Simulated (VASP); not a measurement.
All values below come from vdW-DF-cx, VASP's PBE PAW potentials (set 64) (plane waves; VASP).

VASP input:

File KPOINTS:
```
Regular mesh
0
G
 6 6 5
0 0 0
```

POSCAR:
```
SnO
1
    3.8607677546     0.0000000000     0.0000000000
    0.0000000000     3.8607677546     0.0000000000
    0.0000000000     0.0000000000     4.7364974907
Sn O
2 2
Direct
  0.5000000000   0.0000000000   0.7533318392
  0.0000000000   0.5000000000   0.2466681608
  0.5000000000   0.5000000000   0.0000000000
  0.0000000000   0.0000000000   0.0000000000
```

INCAR:
```
! general
SYSTEM  =SnO
PREC    =Accurate
ENCUT   =520   ! plane-wave cut-off (eV)
LREAL   =.FALSE.   ! projection in real space or not
LASPH   =.TRUE.   ! aspherical one-centre terms

! electronic loop
EDIFF   =1E-7
NELM    =100   ! most electronic steps
ALGO    =Normal   ! blocked Davidson
LMAXMIX =4

! smearing
ISMEAR  =0
SIGMA   =0.05

! functional
GGA     =CX
LUSE_VDW=.TRUE.
AGGAC   =0.0

! ions
IBRION  =2
NSW     =30   ! most ionic steps
ISIF    =4
EDIFFG  =-0.01   ! ionic stop

! output
LWAVE   =.FALSE.
LCHARG  =.FALSE.
```

POTCAR, in this order: Sn_d O (PBE.64 set). Program: vasp_std.

The resulting files:

### OSZICAR
```
       N       E                     dE             d eps       ncg     rms          rms(c)
DAV:   1     0.407413288450E+03    0.40741E+03   -0.20942E+04  1472   0.256E+03
DAV:   2     0.390635308710E+02   -0.36835E+03   -0.36101E+03  1560   0.578E+02
DAV:   3    -0.149757653967E+02   -0.54039E+02   -0.53278E+02  1768   0.191E+02
DAV:   4    -0.169573041408E+02   -0.19815E+01   -0.19802E+01  1600   0.418E+01
DAV:   5    -0.170157891123E+02   -0.58485E-01   -0.58481E-01  1944   0.720E+00    0.112E+01
DAV:   6    -0.136188383290E+02    0.33970E+01   -0.23955E+01  2416   0.525E+01    0.483E+00
DAV:   7    -0.135749458095E+02    0.43893E-01   -0.23286E+00  1672   0.984E+00    0.249E+00
DAV:   8    -0.135729208066E+02    0.20250E-02   -0.54300E-01  2056   0.507E+00    0.984E-01
DAV:   9    -0.135532597613E+02    0.19661E-01   -0.14851E-01  2224   0.357E+00    0.258E-01
DAV:  10    -0.135556127250E+02   -0.23530E-02   -0.20814E-02  2088   0.127E+00    0.237E-01
DAV:  11    -0.135543843231E+02    0.12284E-02   -0.72370E-03  2232   0.745E-01    0.247E-02
DAV:  12    -0.135544653036E+02   -0.80981E-04   -0.71286E-04  1528   0.166E-01    0.414E-02
DAV:  13    -0.135544625152E+02    0.27884E-05   -0.23808E-05  2264   0.460E-02    0.249E-02
DAV:  14    -0.135544564441E+02    0.60710E-05   -0.46082E-05  2152   0.531E-02    0.404E-03
DAV:  15    -0.135544567151E+02   -0.27093E-06   -0.33542E-06  1816   0.150E-02    0.337E-03
DAV:  16    -0.135544568569E+02   -0.14185E-06   -0.33822E-07  1360   0.501E-03    0.144E-03
DAV:  17    -0.135544570154E+02   -0.15853E-06   -0.95292E-08   928   0.330E-03    0.409E-04
DAV:  18    -0.135544570159E+02   -0.42382E-09   -0.22540E-08   808   0.162E-03
   1 F= -.13554457E+02 E0= -.13554256E+02  d E =-.135545E+02
       N       E                     dE             d eps       ncg     rms          rms(c)
DAV:   1    -0.135553778960E+02   -0.92088E-03   -0.33034E+00  1744   0.115E+01    0.490E-01
DAV:   2    -0.135646936977E+02   -0.93158E-02   -0.11021E-01  2056   0.309E+00    0.212E-01
DAV:   3    -0.135641125586E+02    0.58114E-03   -0.13864E-03  1872   0.460E-01    0.127E-01
DAV:   4    -0.135638492183E+02    0.26334E-03   -0.47333E-04  2096   0.392E-01    0.207E-02
DAV:   5    -0.135638583531E+02   -0.91349E-05   -0.15558E-04  1840   0.137E-01    0.102E-02
DAV:   6    -0.135638580456E+02    0.30749E-06   -0.12648E-05  1992   0.531E-02    0.471E-03
DAV:   7    -0.135638582695E+02   -0.22389E-06   -0.18878E-06  2208   0.151E-02    0.233E-03
DAV:   8    -0.135638583048E+02   -0.35283E-07   -0.18618E-07  1160   0.421E-03
   2 F= -.13563858E+02 E0= -.13563821E+02  d E =-.940129E-02
       N       E                     dE             d eps       ncg     rms          rms(c)
DAV:   1    -0.135633999849E+02    0.45828E-03   -0.55289E-01  1752   0.470E+00    0.196E-01
DAV:   2    -0.135648903180E+02   -0.14903E-02   -0.17773E-02  2056   0.128E+00    0.856E-02
DAV:   3    -0.135647926720E+02    0.97646E-04   -0.24806E-04  1864   0.191E-01    0.503E-02
DAV:   4    -0.135647527919E+02    0.39880E-04   -0.74025E-05  2048   0.152E-01    0.932E-03
DAV:   5    -0.135647541218E+02   -0.13299E-05   -0.26022E-05  1792   0.549E-02    0.453E-03
DAV:   6    -0.135647539081E+02    0.21373E-06   -0.23467E-06  2024   0.231E-02    0.201E-03
DAV:   7    -0.135647539674E+02   -0.59342E-07   -0.33799E-07  1336   0.697E-03
   3 F= -.13564754E+02 E0= -.13564743E+02  d E =-.102970E-01
       N       E                     dE             d eps       ncg     rms          rms(c)
DAV:   1    -0.135727317670E+02   -0.79779E-02   -0.33197E-01  1544   0.490E+00    0.501E-01
DAV:   2    -0.135689298190E+02    0.38019E-02   -0.13370E-02  1944   0.169E+00    0.308E-01
DAV:   3    -0.135666425977E+02    0.22872E-02   -0.23553E-03  2056   0.739E-01    0.624E-02
DAV:   4    -0.135666019180E+02    0.40680E-04   -0.47661E-04  2064   0.195E-01    0.200E-02
DAV:   5    -0.135666006550E+02    0.12630E-05   -0.74637E-05  1840   0.733E-02    0.529E-03
DAV:   6    -0.135665995973E+02    0.10577E-05   -0.68262E-06  1832   0.248E-02    0.241E-03
DAV:   7    -0.135665997136E+02   -0.11628E-06   -0.64525E-07  1704   0.945E-03    0.926E-04
DAV:   8    -0.135665996969E+02    0.16737E-07   -0.66067E-08   880   0.276E-03
   4 F= -.13566600E+02 E0= -.13566567E+02  d E =-.184573E-02
       N       E                     dE             d eps       ncg     rms          rms(c)
DAV:   1    -0.135725537329E+02   -0.59540E-02   -0.27997E-01  1544   0.450E+00    0.460E-01
DAV:   2    -0.135693453488E+02    0.32084E-02   -0.11156E-02  1944   0.155E+00    0.283E-01
DAV:   3    -0.135674147715E+02    0.19306E-02   -0.19970E-03  2040   0.681E-01    0.565E-02
DAV:   4    -0.135673838567E+02    0.30915E-04   -0.41070E-04  2056   0.178E-01    0.184E-02
DAV:   5    -0.135673826968E+02    0.11599E-05   -0.61929E-05  1800   0.662E-02    0.488E-03
DAV:   6    -0.135673818179E+02    0.87897E-06   -0.58054E-06  1872   0.227E-02    0.223E-03
DAV:   7    -0.135673819170E+02   -0.99100E-07   -0.52268E-07  1632   0.876E-03
   5 F= -.13567382E+02 E0= -.13567313E+02  d E =-.262795E-02
       N       E                     dE             d eps       ncg     rms          rms(c)
DAV:   1    -0.135683904036E+02   -0.10086E-02   -0.50476E-02  1544   0.191E+00    0.195E-01
DAV:   2    -0.135678130559E+02    0.57735E-03   -0.20042E-03  1992   0.678E-01    0.120E-01
DAV:   3    -0.135674651917E+02    0.34786E-03   -0.35413E-04  2040   0.302E-01    0.240E-02
DAV:   4    -0.135674603894E+02    0.48023E-05   -0.82572E-05  2056   0.770E-02    0.781E-03
DAV:   5    -0.135674600420E+02    0.34740E-06   -0.11665E-05  1776   0.287E-02    0.228E-03
DAV:   6    -0.135674599058E+02    0.13627E-06   -0.10833E-06  1664   0.106E-02    0.932E-04
DAV:   7    -0.135674599377E+02   -0.31930E-07   -0.11419E-07   992   0.433E-03
   6 F= -.13567460E+02 E0= -.13567371E+02  d E =-.270597E-02
```

**OUTCAR**
```
------------------------ aborting loop because EDIFF is reached ----------------------------------------
  FORCE on cell =-STRESS in cart. coord.  units (eV):
  Direction    XX          YY          ZZ          XY          YZ          ZX
  --------------------------------------------------------------------------------------
  Total       -0.3888571     -0.3888571     -0.3885127      0.0000000      0.0000000      0.0000000
  in kB       -8.8246187     -8.8246187     -8.8168032      0.0000000      0.0000000      0.0000000
  external PRESSURE =      -8.8220135 kB  Pullay stress =       0.0000000 kB
  volume of cell :       70.60
      direct lattice vectors                 reciprocal lattice vectors
     3.831439958  0.000000000  0.000000000     0.260998479  0.000000000  0.000000000
     0.000000000  3.831439958 -0.000000000     0.000000000  0.260998479 -0.000000000
     0.000000000  0.000000000  4.809286147     0.000000000  0.000000000  0.207931067
 POSITION                                       TOTAL-FORCE (eV/Angst)
 -----------------------------------------------------------------------------------
      1.91572      0.00000      3.65017        -0.000000      0.000000      0.001417
      0.00000      1.91572      1.15912         0.000000     -0.000000     -0.001417
      1.91572      1.91572     -0.00000        -0.000000      0.000000      0.000000
      0.00000      0.00000      0.00000        -0.000000     -0.000000      0.000000
 -----------------------------------------------------------------------------------
    total drift:                                0.000000      0.000000     -0.000000
  FREE ENERGIE OF THE ION-ELECTRON SYSTEM (eV)
  ---------------------------------------------------
  free  energy   TOTEN  =       -13.5674599377 eV

  energy  without entropy=      -13.5672823347  energy(sigma->0) =      -13.56737114

 reached required accuracy - stopping structural energy minimisation
```
(Selected blocks of OUTCAR.)

CONTCAR:
```
SnO
   1.00000000000000
     3.8314399579840082    0.0000000000000000    0.0000000000000000
     0.0000000000000000    3.8314399579840082   -0.0000000000000000
     0.0000000000000000    0.0000000000000000    4.8092861469664872
  Sn              O
     2     2
Direct
     0.5000000000000000    0.0000000000000000    0.7589835392144368
     0.0000000000000000    0.5000000000000000    0.2410164607855633
     0.5000000000000000    0.5000000000000000    0.0000000000000000
     0.0000000000000000    0.0000000000000000    0.0000000000000000
```

The compound is SnO in the litharge structure. This cell is one point of a volume scan, at 1.03 of the reference volume. Symmetry was kept, so distortions that lower it aren't found.
